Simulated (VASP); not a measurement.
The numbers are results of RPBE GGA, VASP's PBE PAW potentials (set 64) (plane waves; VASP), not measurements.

A VASP calculation is set up with these files.

### KPOINTS
```
Automatic
0
G
6 6 6
```

### POSCAR
```
BaTiO3
4.149350
  1.0000000046   0.0000000000   0.0000000000
  0.0000000000   1.0000000046   0.0000000000
  0.0000000000   0.0000000000   1.0000000046
Ba Ti O
1 1 3
Cartesian
  0.0000000000   0.0000000000   0.0000000000
  0.5000000023   0.5000000023   0.5000000023
  0.5000000023   0.0000000000   0.5000000023
  0.0000000000   0.5000000023   0.5000000023
  0.5000000023   0.5000000023   0.0000000000
```

**INCAR**
```
ALGO=Normal
EDIFF=1E-7
ENCUT=520
GGA=RP
ISIF=2
ISMEAR=0
LASPH=T
LCHARG=F
LMAXMIX=4
LREAL=F
LWAVE=F
NELM=100
PREC=Accurate
SIGMA=0.05
SYSTEM=BaTiO3
```

POTCAR, in this order: Ba_sv Ti_sv O (PBE.64 set). Program: vasp_std.

The run wrote:

File OSZICAR:
```
       N       E                     dE             d eps       ncg     rms          rms(c)
DAV:   1     0.450645872733E+03    0.45065E+03   -0.21269E+04   960   0.178E+03
DAV:   2     0.166636327046E+01   -0.44898E+03   -0.44291E+03  1184   0.478E+02
DAV:   3    -0.472340808435E+02   -0.48900E+02   -0.47913E+02  1456   0.147E+02
DAV:   4    -0.492330765246E+02   -0.19990E+01   -0.19981E+01  1384   0.276E+01
DAV:   5    -0.493272288574E+02   -0.94152E-01   -0.94147E-01  1376   0.388E+00    0.214E+01
DAV:   6    -0.382319907138E+02    0.11095E+02   -0.81899E+01  1472   0.714E+01    0.107E+01
DAV:   7    -0.381403270220E+02    0.91664E-01   -0.16803E+01  1264   0.287E+01    0.586E+00
DAV:   8    -0.378677696719E+02    0.27256E+00   -0.78392E-01  1232   0.773E+00    0.342E+00
DAV:   9    -0.378844249825E+02   -0.16655E-01   -0.11804E+00  1256   0.876E+00    0.231E+00
DAV:  10    -0.378404245046E+02    0.44000E-01   -0.57273E-01  1280   0.618E+00    0.760E-01
DAV:  11    -0.378333872453E+02    0.70373E-02   -0.92860E-02  1096   0.194E+00    0.409E-01
DAV:  12    -0.378324178111E+02    0.96943E-03   -0.26303E-02  1224   0.132E+00    0.223E-01
DAV:  13    -0.378316659770E+02    0.75183E-03   -0.30806E-03  1176   0.518E-01    0.573E-02
DAV:  14    -0.378316726998E+02   -0.67228E-05   -0.77307E-04  1448   0.210E-01    0.423E-02
DAV:  15    -0.378316539357E+02    0.18764E-04   -0.75490E-05  1176   0.787E-02    0.169E-02
DAV:  16    -0.378316511764E+02    0.27593E-05   -0.80084E-06  1344   0.191E-02    0.100E-02
DAV:  17    -0.378316494255E+02    0.17509E-05   -0.78036E-06  1296   0.214E-02    0.230E-03
DAV:  18    -0.378316493890E+02    0.36495E-07   -0.26279E-07   912   0.418E-03
   1 F= -.37831649E+02 E0= -.37831649E+02  d E =-.117092E-11
```

**OUTCAR**
```
------------------------ aborting loop because EDIFF is reached ----------------------------------------
  FORCE on cell =-STRESS in cart. coord.  units (eV):
  Direction    XX          YY          ZZ          XY          YZ          ZX
  --------------------------------------------------------------------------------------
  Total       -3.3630734     -3.3630734     -3.3630734     -0.0000000     -0.0000000      0.0000000
  in kB      -75.4235067    -75.4235067    -75.4235067     -0.0000000     -0.0000000      0.0000000
  external PRESSURE =     -75.4235067 kB  Pullay stress =       0.0000000 kB
  volume of cell :       71.44
      direct lattice vectors                 reciprocal lattice vectors
     4.149350019  0.000000000  0.000000000     0.241001602  0.000000000  0.000000000
     0.000000000  4.149350019  0.000000000     0.000000000  0.241001602  0.000000000
     0.000000000  0.000000000  4.149350019     0.000000000  0.000000000  0.241001602
 POSITION                                       TOTAL-FORCE (eV/Angst)
 -----------------------------------------------------------------------------------
      0.00000      0.00000      0.00000         0.000000      0.000000      0.000000
      2.07468      2.07468      2.07468         0.000000      0.000000      0.000000
      2.07468      0.00000      2.07468         0.000000      0.000000      0.000000
      0.00000      2.07468      2.07468         0.000000      0.000000      0.000000
      2.07468      2.07468      0.00000         0.000000      0.000000      0.000000
 -----------------------------------------------------------------------------------
    total drift:                                0.000000     -0.000000     -0.000000
  FREE ENERGIE OF THE ION-ELECTRON SYSTEM (eV)
  ---------------------------------------------------
  free  energy   TOTEN  =       -37.8316493890 eV

  energy  without entropy=      -37.8316493890  energy(sigma->0) =      -37.83164939
```
(Selected blocks of OUTCAR.)

The compound is BaTiO3 in the cubic perovskite structure, the ideal cubic form; the compound distorts at low or room temperature. This cell is one point of a volume scan, at 1.06 of the reference volume.
